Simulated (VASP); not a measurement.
```
CSi
1.0
    0.00000     2.18000     2.18000
    2.18000     0.00000     2.18000
    2.18000     2.18000     0.00000
Si C
1 1
Direct
  0.00000   0.00000   0.00000
  0.25000   0.25000   0.25000
```

Computed with G0W0 on PBE orbitals, VASP's PBE PAW potentials (set 64) (plane waves; VASP 6.6.1). Run with PREC = Normal, 500 eV cut-off, 6×6×6 Γ-centred mesh, Gaussian smearing of 0.010 eV, potentials Si_GW C_GW_new.

The mesh is coarse and the basis finite, so the quasiparticle values are not converged.

NBANDS = 128, ENCUTGW = 180 eV, NOMEGA = 64. The PBE levels (eV) that the step starts from are:

```
state                            KS energy  filling
-------------------------------  ---------  -------
k1 (0.00, 0.00, 0.00), band 1        -6.84        2
k1 (0.00, 0.00, 0.00), band 2         8.56        2
k1 (0.00, 0.00, 0.00), band 3         8.56        2
k1 (0.00, 0.00, 0.00), band 4         8.56        2
k1 (0.00, 0.00, 0.00), band 5        14.78        0
k1 (0.00, 0.00, 0.00), band 6        15.85        0
k1 (0.00, 0.00, 0.00), band 7        15.85        0
k1 (0.00, 0.00, 0.00), band 8        15.85        0
k12 (-0.33, 0.33, 0.00), band 1      -2.21        2
k12 (-0.33, 0.33, 0.00), band 2       1.52        2
k12 (-0.33, 0.33, 0.00), band 3       2.93        2
k12 (-0.33, 0.33, 0.00), band 4       6.39        2
k12 (-0.33, 0.33, 0.00), band 5      12.38        0
k12 (-0.33, 0.33, 0.00), band 6      17.72        0
k12 (-0.33, 0.33, 0.00), band 7      19.32        0
k12 (-0.33, 0.33, 0.00), band 8      20.09        0
k16 (-0.33, 0.50, 0.17), band 1      -1.65        2
k16 (-0.33, 0.50, 0.17), band 2       1.27        2
k16 (-0.33, 0.50, 0.17), band 3       4.06        2
k16 (-0.33, 0.50, 0.17), band 4       4.18        2
k16 (-0.33, 0.50, 0.17), band 5      12.55        0
k16 (-0.33, 0.50, 0.17), band 6      15.64        0
k16 (-0.33, 0.50, 0.17), band 7      19.37        0
k16 (-0.33, 0.50, 0.17), band 8      20.75        0
```

Question: Give the quasiparticle energies and renormalisation factors Z.

Answer: 
```tsv
state	QP energy (eV)	Z
k1 (0.00, 0.00, 0.00), band 1	-7.93	0.72
k1 (0.00, 0.00, 0.00), band 2	7.86	0.79
k1 (0.00, 0.00, 0.00), band 3	7.86	0.79
k1 (0.00, 0.00, 0.00), band 4	7.86	0.79
k1 (0.00, 0.00, 0.00), band 5	15.20	0.78
k1 (0.00, 0.00, 0.00), band 6	16.34	0.79
k1 (0.00, 0.00, 0.00), band 7	16.34	0.79
k1 (0.00, 0.00, 0.00), band 8	16.34	0.79
k12 (-0.33, 0.33, 0.00), band 1	-3.19	0.73
k12 (-0.33, 0.33, 0.00), band 2	0.57	0.74
k12 (-0.33, 0.33, 0.00), band 3	1.97	0.75
k12 (-0.33, 0.33, 0.00), band 4	5.54	0.77
k12 (-0.33, 0.33, 0.00), band 5	12.67	0.81
k12 (-0.33, 0.33, 0.00), band 6	18.27	0.77
k12 (-0.33, 0.33, 0.00), band 7	19.85	0.77
k12 (-0.33, 0.33, 0.00), band 8	20.73	0.76
k16 (-0.33, 0.50, 0.17), band 1	-2.62	0.72
k16 (-0.33, 0.50, 0.17), band 2	0.31	0.74
k16 (-0.33, 0.50, 0.17), band 3	3.12	0.76
k16 (-0.33, 0.50, 0.17), band 4	3.27	0.76
k16 (-0.33, 0.50, 0.17), band 5	12.84	0.80
k16 (-0.33, 0.50, 0.17), band 6	16.10	0.80
k16 (-0.33, 0.50, 0.17), band 7	19.85	0.76
k16 (-0.33, 0.50, 0.17), band 8	21.35	0.76
```
On the mesh the gap opens from 1.35 to 2.22 eV.

The compound is SiC in the zinc blende structure. The cell was not relaxed at this level.
